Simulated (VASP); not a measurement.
The system is SiGe3.

```
Si Ge
1.0
     3.96000    0.00000    0.00000
     0.00000    3.96000    0.00000
     0.00000    0.00000    5.60000
Si Ge
1 3
Cartesian
  0.0000 0.0000 0.0000
  1.9800 1.9800 2.8000
  1.9800 0.0000 4.2000
  0.0000 1.9800 1.4000
```

The cell was built by a generator and needn't be a form met in nature.

* Program: VASP 6.6.1
* Task: relaxation of cell and atoms
* Functional: PBE
* Potentials or basis: VASP PAW PBE potentials, release 64 (Si, Ge_d)
* Cutoff: 520 eV
* k mesh: 5 × 5 × 4
* Occupations: gaussian, width 0.15 eV
* Spin: no spin polarisation

At the start: pressure 2.9 GPa; volume 21.95 Å³/atom.

Question: How do energy, volume and symmetry change on relaxing?

Answer: Over 7 steps the energy falls by 12.8 meV/atom and the volume is 22.80 Å³/atom (+3.9 %); space group P-4m2 (No. 115, to 0.05 Å).

Step by step:
| step | energy change (eV) | largest force (eV/Å) | pressure (GPa) | volume (Å³) |
| --- | --- | --- | --- | --- |
| 1 | 0.0000 | 0.5586 | 2.85 | 87.82 |
| 2 | -0.0442 | 0.0943 | 0.57 | 92.88 |
| 3 | -0.0331 | 0.0143 | -0.44 | 94.21 |
| 4 | -0.0382 | 0.1080 | -0.66 | 93.71 |
| 5 | -0.0416 | 0.1322 | -0.57 | 93.29 |
| 6 | -0.0430 | 0.1679 | -0.96 | 93.09 |
| 7 | -0.0513 | 0.0214 | 0.44 | 91.20 |

Final structure:
```cif
data_structure
_symmetry_space_group_name_H-M 'P 1'
_symmetry_Int_Tables_number 1
_cell_length_a 4.0201
_cell_length_b 4.0201
_cell_length_c 5.6433
_cell_angle_alpha 90.000
_cell_angle_beta 90.000
_cell_angle_gamma 90.000
_cell_volume 91.20
loop_
_atom_site_label
_atom_site_type_symbol
_atom_site_fract_x
_atom_site_fract_y
_atom_site_fract_z
_atom_site_occupancy
Si1 Si 0.00000 0.00000 0.00000 1
Ge1 Ge 0.50000 0.50000 0.50000 1
Ge2 Ge 0.50000 0.00000 0.75644 1
Ge3 Ge 0.00000 0.50000 0.24356 1
```

Caveat: the relaxation stopped at a loose force limit of 0.08 eV/Å, so its end isn't a converged minimum.
